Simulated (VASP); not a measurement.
# Rh: relaxation of cell and atoms with PBE

Rh:

```
Rh
1.0
     0.00000    1.89785    1.89785
     1.89785    0.00000    1.89785
     1.89785    1.89785    0.00000
Rh
1
Cartesian
  0.0000 0.0000 0.0000
```

```json
{"Program": "VASP 6.6.1", "Task": "relaxation of cell and atoms", "Functional": "PBE", "Potentials or basis": "VASP PAW PBE potentials, release 64 (Rh_pv)", "Cutoff": "600 eV", "k mesh": "16 × 16 × 16", "Occupations": "methfessel-paxton, width 0.1 eV", "Spin": "no spin polarisation", "Further INCAR settings": "ALGO = Normal; EDIFF = 1e-06; IBRION = 2; EDIFFG = -0.01; NSW = 90; ISIF = 3"}
```

```json
{
 "Relaxed volume": "14.05 Å³/atom",
 "Relaxed cell": "a = 2.708 Å, b = 2.708 Å, c = 2.708 Å, α = 60.00°, β = 60.00°, γ = 60.00°",
 "Space group after relaxing (to 0.05 Å)": "Fm-3m (No. 225)",
 "Energy gained by relaxing": "8.2 meV/atom",
 "Ionic steps": "3",
 "Pressure after relaxing": "-0.1 GPa",
 "Band gap on the k mesh": "none (metal or under the smearing width)"
}
```

Step by step:
| step | energy change (eV) | largest force (eV/Å) | pressure (GPa) | volume (Å³) |
| --- | --- | --- | --- | --- |
| 1 | 0.0000 | 0.0000 | 7.36 | 13.67 |
| 2 | 0.0336 | 0.0000 | -13.73 | 14.95 |
| 3 | -0.0082 | 0.0000 | -0.07 | 14.05 |

Final structure:
```
CELL_PARAMETERS angstrom
0.00000 1.91510 1.91510
1.91510 0.00000 1.91510
1.91510 1.91510 0.00000
ATOMIC_POSITIONS crystal
Rh 0.00000 0.00000 0.00000
```

Levels at points of the mesh, in eV from the Fermi level:
```tsv
k point	band 5	band 6	band 7	band 8	band 9	band 10
(0.00, 0.00, 0.00)	-2.96	-2.96	-2.96	-0.94	-0.94	16.03
(0.50, 0.00, 0.00)	-3.03	-3.03	0.57	0.57	0.77	8.44
(0.50, 0.50, 0.00)	-5.74	0.54	0.97	0.97	3.26	12.02
```

Wall time 12 s on 2 MPI ranks on Intel(R) Xeon(R) 6975P-C (Granite Rapids) (shared host), peak memory 0.15 GiB a rank.

PBE usually gives volumes a little too large and moduli too small. Zero-point motion and thermal expansion aren't in these numbers.
